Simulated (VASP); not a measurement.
Output of a VASP run:

### OSZICAR
```
       N       E                     dE             d eps       ncg     rms          rms(c)
DAV:   1    -0.302918621408E+02   -0.30292E+02   -0.11335E-05  2938   0.180E-02    0.409E-03
DAV:   2    -0.302918604272E+02    0.17136E-05   -0.38894E-06  2322   0.260E-02    0.319E-03
DAV:   3    -0.302918604353E+02   -0.81291E-08   -0.76139E-07  1680   0.822E-03    0.730E-04
DAV:   4    -0.302918604683E+02   -0.32976E-07   -0.16673E-07  1688   0.241E-03
   1 F= -.30291860E+02 E0= -.30291122E+02  d E =-.221410E-02
```

### OUTCAR
```
------------------------ aborting loop because EDIFF is reached ----------------------------------------
  FORCE on cell =-STRESS in cart. coord.  units (eV):
  Direction    XX          YY          ZZ          XY          YZ          ZX
  --------------------------------------------------------------------------------------
  Total       -2.9431766     -2.7412631     -0.5369802     -0.1128725      0.0351875      0.0786815
  in kB      -10.7478042    -10.0104625     -1.9609281     -0.4121843      0.1284966      0.2873266
  external PRESSURE =      -7.5730649 kB  Pullay stress =       0.0000000 kB
  volume of cell :      438.74
      direct lattice vectors                 reciprocal lattice vectors
     4.961259813  0.000000000  0.000000000     0.201561708 -0.180282276  0.000000000
     3.307506212  3.697904281  0.000000000     0.000000000  0.270423441  0.000000000
     0.000000000  0.000000000 23.914401645     0.000000000  0.000000000  0.041815807
 POSITION                                       TOTAL-FORCE (eV/Angst)
 -----------------------------------------------------------------------------------
      5.34699      2.39125      8.01026         0.010726      0.004797     -0.002247
      7.85289      3.51192      8.77505        -0.017505     -0.007828      0.004771
      2.08837      0.93395      9.63944        -0.011980     -0.005358      0.003989
      4.52780      2.02489     10.61504         0.012494      0.005588      0.010216
      7.01571      3.13752     11.50781        -0.016062     -0.007183      0.016095
      1.25306      0.56038     12.40659         0.016062      0.007183     -0.016095
      3.74097      1.67301     13.29936        -0.012494     -0.005588     -0.010216
      6.18039      2.76396     14.27496         0.011980      0.005358     -0.003989
      0.41588      0.18599     15.13935         0.017505      0.007828     -0.004771
      2.92177      1.30666     15.90414        -0.010726     -0.004797      0.002247
 -----------------------------------------------------------------------------------
    total drift:                                0.000000      0.000000      0.000000
  FREE ENERGIE OF THE ION-ELECTRON SYSTEM (eV)
  ---------------------------------------------------
  free  energy   TOTEN  =       -30.2918604683 eV

  energy  without entropy=      -30.2896463674  energy(sigma->0) =      -30.29112243

 total charge

# of ion       s       p       d       tot
------------------------------------------
    1        0.437   0.176   9.212   9.825
    2        0.429   0.247   9.169   9.845
    3        0.425   0.300   9.147   9.872
    4        0.423   0.321   9.150   9.895
    5        0.421   0.314   9.147   9.882
    6        0.421   0.314   9.147   9.882
    7        0.423   0.321   9.150   9.895
    8        0.425   0.300   9.147   9.872
    9        0.429   0.247   9.169   9.845
   10        0.437   0.176   9.212   9.825
--------------------------------------------------
tot          4.270   2.717  91.651  98.637
```
(Selected blocks of OUTCAR.)

POSCAR:
```
Ag(210) slab
1
    4.9612598132     0.0000000000     0.0000000000
    3.3075062120     3.6979042813     0.0000000000
    0.0000000000     0.0000000000    23.9144016451
Ag
10
Direct
  0.6466493548   0.6466493548   0.3349555113
  0.9497046190   0.9497046190   0.3669357055
  0.2525617119   0.2525617119   0.4030811578
  0.5475787219   0.5475787219   0.4438765086
  0.8484592004   0.8484592004   0.4812084805
  0.1515407996   0.1515407996   0.5187915195
  0.4524212781   0.4524212781   0.5561234914
  0.7474382881   0.7474382881   0.5969188422
  0.0502953810   0.0502953810   0.6330642945
  0.3533506452   0.3533506452   0.6650444887
```

Write an INCAR and KPOINTS that could have produced this output.

Several could match; the one computed here: the input of the run itself, PBEsol GGA, plane waves, VASP's PBE PAW potentials (set 64).

**INCAR**
```
# general
SYSTEM   =  Ag(210) slab
PREC     =  Normal
ENCUT    =  400
LREAL    =  F
LASPH    =  T

# electronic loop
EDIFF    =  1E-6
NELM     =  100
NELMIN   =  4
ALGO     =  Normal
LMAXMIX  =  4

# smearing
ISMEAR   =  1
SIGMA    =  0.1

# functional
GGA      =  PS

# output
LWAVE    =  F
LCHARG   =  F
LORBIT   =  11
LVHAR    =  T

# other
LDIPOL   =  T
IDIPOL   =  3
DIPOL    =  0.5 0.5 0.5
```

KPOINTS:
```
Automatic mesh
0
gamma
8 8 1
```

POTCAR, in this order: Ag (PBE.64 set). Program: vasp_std. Read from the step before: WAVECAR.

The cell is a thin slab with vacuum, built from Ag (fcc): (210) face.
